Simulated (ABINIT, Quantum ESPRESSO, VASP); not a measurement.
## One structure in several programs: Tl (P6_3/mmc, 2 atoms in the cell)

Self-consistent single point.

```
Tl
1.0
    1.71651    -2.97308     0.00000
    1.71651     2.97308     0.00000
    0.00000     0.00000     5.47694
Tl
2
Cartesian
  1.71651   0.99103   1.36924
  1.71651  -0.99103   4.10771
```

Shared settings, as Quantum ESPRESSO writes them: occupations = smearing; smearing = gauss; degauss = 0.0036749 Ry; K_POINTS = automatic 8 8 4 0 0 0. Potentials and cutoffs stand in the table.

```json
[
 {"code": "ABINIT", "model": "PBEsol, norm-conserving pseudopotentials (PseudoDojo nc-sr-04 PBEsol standard)", "pressure (GPa)": "1.49", "cutoff": "31 Ha"},
 {"code": "VASP", "model": "PBEsol, VASP's PBE PAW potentials (set 64)", "pressure (GPa)": "0.92", "cutoff": "300 eV"},
 {"code": "Quantum ESPRESSO", "model": "PBEsol, SSSP 1.1.2 efficiency (PBE) pseudopotentials", "pressure (GPa)": "-0.09", "cutoff": "40 Ry"}
]
```

On ABINIT's run: spin-orbit coupling is off.

The spread over the programs that give each value: pressure within 1.58 GPa.

In the pressure, Quantum ESPRESSO (by 1.01) lies more than 1 GPa from the median of the plane-wave programs.

VASP's run is marked for a possible Pulay error in its stress at this cutoff; no cutoff test was made.

The starting cell has typed, rounded lattice constants, without a prior relaxation at this level. Its lattice was rescaled by a random factor within 2.5 % of one.

Left out of this page: Ansatz, GPAW, CP2K, Elk, FLEUR and SIESTA (not drawn, or without a comparable value).
